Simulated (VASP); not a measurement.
Data:

```yaml
crystal:
  lattice:
    - [0.00000, 2.46717, 2.46717]
    - [2.46717, 0.00000, 2.46717]
    - [2.46717, 2.46717, 0.00000]
  atoms:
    - { symbol: Pb, position: [0.00000, 0.00000, 0.00000] }
```

These are vdW-DF-cx, VASP's PBE PAW potentials (set 64) (plane waves; VASP) values and carry that method's errors. Run with 520 eV cut-off, Gaussian smearing of 0.050 eV, potentials Pb_d.

**Question.** Give the energies of bands 6 to 9 at the high-symmetry points, in eV from the Fermi level.

**Answer.** 
| band | Γ | X | U | L | W |
|---|---|---|---|---|---|
| 6 | -11.90 | -6.81 | -6.90 | -8.23 | -6.71 |
| 7 | 7.37 | -3.36 | -2.36 | -4.30 | -1.45 |
| 8 | 7.37 | 1.98 | -1.29 | 5.53 | -1.45 |
| 9 | 7.37 | 1.98 | 2.91 | 5.53 | 0.21 |

It has no gap at this level: it comes out as a metal or semimetal.

The compound is Pb in the fcc structure. It was relaxed first.
